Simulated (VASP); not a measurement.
```
AsB
1.0
    3.36107     0.00000     0.00000
   -1.68053     2.91077     0.00000
    0.00000     0.00000     5.56326
B As
2 2
Direct
  0.33333   0.66667   0.37463
  0.66667   0.33333   0.87463
  0.33333   0.66667   0.00037
  0.66667   0.33333   0.50037
```

The numbers are results of PBEsol GGA, VASP's PBE PAW potentials (set 64) (plane waves; VASP), not measurements. Settings: 520 eV cut-off, 9×9×5 Γ-centred mesh, tetrahedra with Blöchl corrections, potentials B As.

The cores are frozen, which limits the accuracy of field gradients.

**Question.** Give the principal components of the electric field gradient (V/Å²) and the asymmetry η at each nucleus.

**Answer.** 
```
atom   Vxx   Vyy   Vzz     η
----  ----  ----  ----  ----
B1    -0.7  -0.7   1.3  0.00
B2    -0.7  -0.7   1.3  0.00
As3   -6.2  -6.2  12.3  0.00
As4   -6.2  -6.2  12.3  0.00
```

The structure comes from a computed database's BAs entry (P6_3mc); how it stands against other phases isn't given here. It was relaxed first.
